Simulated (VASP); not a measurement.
The system is CoSi.

```
CELL_PARAMETERS angstrom
4.43800 0.00000 0.00000
0.00000 4.43800 0.00000
0.00000 0.00000 4.43800
ATOMIC_POSITIONS crystal
Co 0.14000 0.14000 0.14000
Co 0.36000 0.86000 0.64000
Co 0.64000 0.36000 0.86000
Co 0.86000 0.64000 0.36000
Si 0.84300 0.84300 0.84300
Si 0.65700 0.15700 0.34300
Si 0.34300 0.65700 0.15700
Si 0.15700 0.34300 0.65700
```

- Program: VASP 6.6.1
- Task: relaxation of cell and atoms
- Functional: PBE
- Potentials or basis: VASP PAW PBE potentials, release 64 (Co, Si)
- Cutoff: 600 eV
- k mesh: 8 × 8 × 8
- Occupations: methfessel-paxton, width 0.1 eV
- Spin: no spin polarisation

At the start: pressure -0.4 GPa; volume 10.93 Å³/atom.

Question: How do energy, volume and symmetry change on relaxing?

Answer: Over 7 steps the energy falls by 2.8 meV/atom and the volume is 10.86 Å³/atom (-0.6 %); space group P2_13 (No. 198, to 0.05 Å).

Step by step:
| step | energy change (eV) | largest force (eV/Å) | pressure (GPa) | volume (Å³) |
| --- | --- | --- | --- | --- |
| 1 | 0.0000 | 0.2729 | -0.44 | 87.41 |
| 2 | -0.0125 | 0.1891 | 0.20 | 87.04 |
| 3 | -0.0191 | 0.0835 | 1.30 | 86.47 |
| 4 | -0.0192 | 0.0697 | -1.29 | 87.40 |
| 5 | -0.0220 | 0.0595 | -0.03 | 86.94 |
| 6 | -0.0225 | 0.0204 | 0.02 | 86.91 |
| 7 | -0.0225 | 0.0007 | 0.01 | 86.90 |

Final structure:
```
Co Si
1.0
     4.42941    0.00000    0.00000
     0.00000    4.42941    0.00000
     0.00000    0.00000    4.42941
Co Si
4 4
Cartesian
  0.6428 0.6428 0.6428
  1.5719 3.7866 2.8575
  2.8575 1.5719 3.7866
  3.7866 2.8575 1.5719
  3.7349 3.7349 3.7349
  2.9092 0.6945 1.5202
  1.5202 2.9092 0.6945
  0.6945 1.5202 2.9092
```
